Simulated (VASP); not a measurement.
A VASP calculation is set up with these files.

File POSCAR:
```
Tm
1
    1.7700000000     3.0657300000     0.0000000000
    1.7700000000    -3.0657300000     0.0000000000
    0.0000000000     0.0000000000     5.5500000000
Tm
2
Direct
  0.6666670000   0.3333330000   0.2500000000
  0.3333330000   0.6666670000   0.7500000000
```

INCAR:
```
SYSTEM = Tm
PREC = Accurate
ENCUT = 400
EDIFF = 1E-6
NELM = 100
ALGO = Normal
LREAL = .FALSE.
LASPH = .TRUE.
ISMEAR = 1
SIGMA = 0.1
GGA = PE
LMAXMIX = 6
LWAVE = .FALSE.
LCHARG = .FALSE.
ISIF = 2
```

File KPOINTS:
```
Automatic mesh
0
Gamma
9 9 5
0 0 0
```

POTCAR, in this order: Tm_3 (PBE.64 set). Program: vasp_std.

Output

### standard output
```
 -----------------------------------------------------------------------------
|                                                                             |
|     EEEEEEE  RRRRRR   RRRRRR   OOOOOOO  RRRRRR      ###     ###     ###     |
|     E        R     R  R     R  O     O  R     R     ###     ###     ###     |
|     E        R     R  R     R  O     O  R     R     ###     ###     ###     |
|     EEEEE    RRRRRR   RRRRRR   O     O  RRRRRR       #       #       #      |
|     E        R   R    R   R    O     O  R   R                               |
|     E        R    R   R    R   O     O  R    R      ###     ###     ###     |
|     EEEEEEE  R     R  R     R  OOOOOOO  R     R     ###     ###     ###     |
|                                                                             |
|     ERROR: the triple product of the basis vectors is negative exchange     |
|     two basis vectors                                                       |
|                                                                             |
|       ---->  I REFUSE TO CONTINUE WITH THIS SICK JOB ... BYE!!! <----       |
|                                                                             |
 -----------------------------------------------------------------------------
```

**Question.** Read the log: what went wrong, and how is it fixed?

**Answer.** The cause: the lattice vectors form a left-handed set. VASP stops with an error: ERROR: the triple product of the basis vectors is negative exchange two basis vectors ----> I REFUSE TO CONTINUE WITH THIS SICK JOB ... BYE!!! <---- To mend it, correct POSCAR.
### POSCAR
```
Tm
1
    1.7700000000    -3.0657300000     0.0000000000
    1.7700000000     3.0657300000     0.0000000000
    0.0000000000     0.0000000000     5.5500000000
Tm
2
Direct
  0.3333330000   0.6666670000   0.2500000000
  0.6666670000   0.3333330000   0.7500000000
```
The mended run (PBE GGA, plane waves, VASP's PBE PAW potentials (set 64)) converges, and its OSZICAR ends with
```
   1 F= -.89485105E+01 E0= -.89484929E+01  d E =-.529815E-04
```

The compound is Tm in the hcp structure. The cell was not relaxed at this level. The 4f electrons are frozen in the core of the lanthanide potential, so 4f levels, which can set the real gap, and their magnetism are missing.
